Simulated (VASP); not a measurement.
Here is a VASP 6.6.1 calculation.

The input INCAR:

```
SYSTEM = Sc3Br5
PREC = Accurate ; ENCUT = 520
EDIFF = 1E-7 ; ISMEAR = -1
SIGMA = 0.1 ; LREAL = .False.
LASPH = .True. ; NELM = 60
ALGO = Normal ; ISIF = 2
LWAVE = .False. ; LCHARG = .False.
GGA = PE ; NBANDS = 44
```

KPOINTS

```
Automatic mesh
0
Gamma
  4 4 1
  0 0 0
```

File POSCAR:

```
Sc3Br5
1.0
    4.0262990000      0.0000000000      0.0000000000
    0.0000000000      4.0262990000      0.0000000000
    0.0000000000      0.0000000000     14.1111730000
Sc Br
3 5
Direct
    0.4890913467      0.4965128025      0.1251575613
    0.4963344749      0.5037102312      0.8681047281
   -0.0005344859      0.0191637531      0.5011124164
    0.0068705777     -0.0005851528      0.2514332437
    0.0120875275     -0.0092650844      0.7495138781
    0.0009428013      0.0035635704     -0.0007204220
    0.4899407620      0.5013942084      0.3757148325
    0.4986589421      0.4939851710      0.6272234775
```

Potentials or basis: VASP PAW PBE potentials, release 64 (Sc_sv, Br).

Command:

```sh
$ cat potpaw_PBE.64/Sc_sv/POTCAR potpaw_PBE.64/Br/POTCAR > POTCAR
$ mpirun -np 1 vasp_std > vasp.out
```

(1) Predict the band gap on the k mesh.

(2) Estimate the largest force.

(3) What does it give for the pressure?

Answers

(1) none (metal or under the smearing width).

(2) 1.621 eV/Å.

(3) -6.7 GPa.

Caveat: the k mesh is coarse (spacing up to 0.45 Å⁻¹), so the values aren't converged; forces of over 1 eV/Å show positions far from the minimum, so gaps and moduli don't describe the material at rest.
